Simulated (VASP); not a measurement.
A convergence study with VASP on TiS$_{2}$ (space group P-3m1): one setting is varied, all else stays as given below, so the limit is that of these other settings.

```yaml
crystal:
  lattice:
    - [1.69647, -2.93838, 0.00000]
    - [1.69647, 2.93838, 0.00000]
    - [0.00000, 0.00000, 5.67150]
  atoms:
    - { symbol: Ti, position: [0.00000, 0.00000, 0.00000] }
    - { symbol: S, position: [0.33333, 0.66667, 0.25000] }
    - { symbol: S, position: [0.66667, 0.33333, 0.75000] }
```

The numbers are results of PBEsol GGA, VASP's PBE PAW potentials (set 64) (plane waves; VASP 6.6.1), not measurements. The tightest run used: 450 eV cut-off, 11×11×6 Γ-centred mesh, Fermi-Dirac smearing of 0.10 eV, potentials Ti_sv S.

Q: The settings run are ENCUT = 150; ENCUT = 180; ENCUT = 210; ENCUT = 255; ENCUT = 360; ENCUT = 450. From which on does the highest Γ mode stay within 5 cm⁻¹ of the tightest run?

A: From ENCUT = 255 on: it is off by 1.7 there and by no more than 5 in any finer run, while ENCUT = 210 is off by 21.9.
| setting | highest Γ mode (cm⁻¹) | plane waves | difference judged (cm⁻¹) |
|---|---|---|---|
| ENCUT = 150 | 451.9 | 246 | 86.8 |
| ENCUT = 180 | 337.2 | 325 | 27.9 |
| ENCUT = 210 | 343.2 | 402 | 21.9 |
| ENCUT = 255 | 363.4 | 549 | 1.7 |
| ENCUT = 360 | 365.3 | 887 | 0.2 |
| ENCUT = 450 | 365.1 | 1246 | 0.0 |

Left out are rungs that failed or repeat a setting and relaxations that didn't move; long series are thinned to 24 rows.

The structure is a typed TiS2 crystal (space group no. 164). The cell was not relaxed at this level.
